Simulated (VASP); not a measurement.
K3Eu, 8 atoms in the cell. It takes space group P6_3/mmc (No. 194, hexagonal). Conventional cell: a = 9.170 Å, b = 9.170 Å, c = 7.446 Å, α = 90.00°, β = 90.00°, γ = 120.00°. The cell comes from a database or a generator and needn't be the stable form of this composition.

| Quantity | Value |
| --- | --- |
| Program | VASP 6.6.1 |
| Task | single point |
| Functional | PBE |
| Potentials or basis | VASP PAW PBE potentials, release 64 (Eu, K_sv) |
| Cutoff | 520 eV |
| k mesh | 4 × 4 × 4 |
| Occupations | fermi-dirac, width 0.05 eV |
| Spin | collinear spin, ferromagnetic start |
| Starting moments | [7.0, 7.0, 0.0, 0.0, 0.0, 0.0, 0.0, 0.0] μB |
| Further INCAR settings | ALGO = Normal; EDIFF = 1e-07; NBANDS = 58 |

Potentials or basis: VASP PAW PBE potentials, release 64 (Eu, K_sv).

Command:

```console
$ cat potpaw_PBE.64/Eu/POTCAR potpaw_PBE.64/K_sv/POTCAR > POTCAR
$ mpirun -np 1 vasp_std > vasp.out
```

Hardware: 1 thread of Intel(R) Xeon(R) Platinum 8488C (Sapphire Rapids), on a shared host.

Problem. How long does it take, and how much memory?

Solution. Wall time 64 min on 1 thread of Intel(R) Xeon(R) Platinum 8488C (Sapphire Rapids), with other jobs on the host, peak memory 1.1 GiB. Counts: scf iterations 64, k points 12.
